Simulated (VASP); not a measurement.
Data:

```xyz
4
Lattice="0.0000 2.7815 2.7815 2.7815 0.0000 2.7815 2.7815 2.7815 0.0000" Properties=species:S:1:pos:R:3 pbc="T T T"
Fe     2.7815     2.7815     2.7815
Fe     1.3907     1.3907     1.3907
Fe     4.1722     4.1722     4.1722
Ge     0.0000     0.0000     0.0000
```

Method: LDA (Ceperley-Alder, Perdew-Zunger), VASP's LDA PAW potentials (set 64) (plane waves; VASP 6.6.1). Settings: 400 eV cut-off, 11×11×11 Γ-centred mesh, tetrahedra with Blöchl corrections, potentials Fe Ge_d.

The run has a spin-polarised start.

Question: The job: Fe₃Ge (space group Fm-3m), 4 atoms, LDA, static run, 400 eV, 11×11×11 Γ-centred mesh. Roughly how much core time does it take on a busy server core?

Answer: About 4 core-minutes (one run on a shared machine, a rough figure). It had 56 irreducible k-points, 25 bands, up to 801 plane waves and 28 electronic steps.

The structure comes from a computed database's Fe3Ge entry (Fm-3m); how it stands against other phases isn't given here. It was relaxed first, which changed the volume by -9 %.
